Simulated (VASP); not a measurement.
Input for VASP

KPOINTS:
```
Automatic mesh
0
gamma
 14 14 14
```

**INCAR**
```
! general
SYSTEM   =  Au
PREC     =  Accurate
ENCUT    =  480
LREAL    =  .False.
LASPH    =  .True.

! electronic loop
EDIFF    =  1E-7
NELM     =  100
ALGO     =  Normal
LMAXMIX  =  6

! smearing
ISMEAR   =  1
SIGMA    =  0.1

! functional
GGA      =  PS

! ions
ISIF     =  2

! output
LWAVE    =  .False.
LCHARG   =  .False.
```

POSCAR:
```
Au
1
   -1.6194627179     1.6275600315     1.6275600315
    1.6194627179    -1.6113654043     1.6113654043
    1.6194627179     1.6113654043    -1.6113654043
Au
1
Direct
  0.0000000000   0.0000000000   0.0000000000
```

POTCAR, in this order: Au (PBE.64 set). Program: vasp_std.

**Question.** Translate this PBEsol calculation to Quantum ESPRESSO's pw.x.

**Answer.** One equivalent input (not run):
```
&CONTROL
  calculation = 'scf'
  pseudo_dir = './pseudo'
  outdir = './out'
  tprnfor = .true.
  tstress = .true.
/
&SYSTEM
  ibrav = 0
  nat = 1
  ntyp = 1
  ecutwfc = 76
  occupations = 'smearing'
  smearing = 'methfessel-paxton'
  degauss = 0.00735
  input_dft = 'pbesol'
/
&ELECTRONS
  conv_thr = 7.3e-09
  electron_maxstep = 100
/
ATOMIC_SPECIES
  Au 196.967 Au.upf
CELL_PARAMETERS angstrom
    -1.6194627    1.6275600    1.6275600
     1.6194627   -1.6113654    1.6113654
     1.6194627    1.6113654   -1.6113654
ATOMIC_POSITIONS crystal
  Au   0.0000000  0.0000000  0.0000000
K_POINTS automatic
  14 14 14 0 0 0
```
What does not carry over: the potentials are each code's own (VASP's PAW set, PseudoDojo norm-conserving files in pw.x), so ENCUT and ecutwfc are chosen apart and not converted; conv_thr bounds pw.x's estimated SCF error, while EDIFF bounds the energy change between steps.

The structure was generated: Au was put into the bcc type (Im-3m), which need not be its known phase. This cell was strained or had an atom moved on purpose.
